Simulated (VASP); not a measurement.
Write the native input for VASP 6.6.1 that does the following.

```
Task                    : density of states
Functional              : PBE
Potentials or basis     : VASP PAW PBE potentials, release 64 (Be, Te, Se)
Cutoff                  : 520 eV
k mesh                  : 8 × 8 × 8
Occupations             : gaussian, width 0.03 eV
Spin                    : no spin polarisation
k mesh for the DOS      : 12 × 12 × 12
Occupations for the DOS : tetrahedron
Further INCAR settings  : ALGO = Fast; EDIFF = 1e-06; NBANDS = 21
```

Be3Te2Se:

```xyz
6
Lattice="-1.9495 5.8446 2.7503 1.9495 -5.8446 2.7503 1.9495 5.8446 -2.7503" Properties=species:S:1:pos:R:3 pbc="T T T"
Be    1.9495    4.0123    1.4469
Be    0.0000    1.8323    4.1972
Be    1.9495    0.0000    1.2353
Te    1.9495    1.9281    2.7477
Te    1.9495   -1.9281    2.7477
Se    0.0000    0.0000    0.0001
```

The cell was built by a generator and needn't be a form met in nature.

One way to write it, as run:

POSCAR

```
Be3Te2Se                                
1.0
   -1.9494803699      5.8446071612      2.7503055124
    1.9494803699     -5.8446071612      2.7503055124
    1.9494803699      5.8446071612     -2.7503055124
  Be              Te              Se            
     3     2     1
Direct
     0.6062969983335752    0.7630464219998525    0.8432505763337228
     0.9197958456661227    0.7630464219998525    0.1567494236662773
     0.2245809489549125    0.7245809489549125    0.5000000000000000
     0.6644622286407987    0.9995194548062731    0.6649427738345326
     0.3345766709717469    0.9995194548062731    0.3350572261654674
     0.0000142874328424    0.0000142874328424    0.0000000000000000
```

INCAR.step1

```
ALGO = Fast ; EDIFF = 1E-6
ENCUT = 520 ; GGA = PE
ISIF = 2 ; ISMEAR = 0
KPAR = 8 ; LASPH = True
LCHARG = True ; LREAL = False
LWAVE = False ; NBANDS = 21
NELM = 80 ; PREC = Accurate
SIGMA = 0.03
```

KPOINTS.step1

```
k-points
0
Gamma
  8 8 8
```

INCAR.step2

```
ALGO = Fast ; EDIFF = 1E-6
ENCUT = 520 ; GGA = PE
ICHARG = 11 ; ISIF = 2
ISMEAR = -5 ; KPAR = 8
LASPH = True ; LCHARG = False
LORBIT = 11 ; LREAL = False
LWAVE = False ; NBANDS = 21
NEDOS = 2001 ; NELM = 80
PREC = Accurate ; SIGMA = 0.03
```

KPOINTS.step2

```
k-points
0
Gamma
  12 12 12
```

Potentials or basis: VASP PAW PBE potentials, release 64 (Be, Te, Se).

Run with:

```sh
$ cat potpaw_PBE.64/Be/POTCAR potpaw_PBE.64/Te/POTCAR potpaw_PBE.64/Se/POTCAR > POTCAR
$ cp INCAR.step1 INCAR
$ cp KPOINTS.step1 KPOINTS
$ mpirun -np 8 vasp_std > vasp.out
$ cp INCAR.step2 INCAR
$ cp KPOINTS.step2 KPOINTS
$ mpirun -np 8 vasp_std > vasp.out
```

It gave:

* Valence electrons inside the program's atomic spheres: Be 0.95, 0.90; Te 3.51; Se 3.92

Run time: 2.8 min on 8 MPI ranks on Intel(R) Xeon(R) Platinum 8559C (Emerald Rapids), on a shared host, peak memory 0.87 GiB a rank.
